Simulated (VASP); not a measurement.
Here is the system:

```yaml
crystal:
  lattice:
    - [0.00000, 3.59578, 3.59578]
    - [3.59578, 0.00000, 3.59578]
    - [3.59578, 3.59578, 0.00000]
  atoms:
    - { symbol: Ba, position: [0.00000, 0.00000, 0.00000] }
    - { symbol: Te, position: [0.50000, 0.50000, 0.50000] }
```

The numbers are results of RPBE GGA, VASP's PBE PAW potentials (set 64) (plane waves; VASP), not measurements. Numerical set-up: 520 eV cut-off, 7×7×7 Γ-centred mesh, Gaussian smearing of 0.050 eV, potentials Ba_sv Te.

Q: The job: BaTe (rock salt), 2 atoms, RPBE, static run, 520 eV, 7×7×7 Γ-centred mesh. Roughly how much core time does it take on a busy server core?

A: About 20 core-seconds (one run on a shared machine, a rough figure). It had 20 irreducible k-points, 12 bands, up to 2541 plane waves and 16 electronic steps.

The compound is BaTe in the rock salt structure. It was relaxed first, which changed the volume by +8 %.
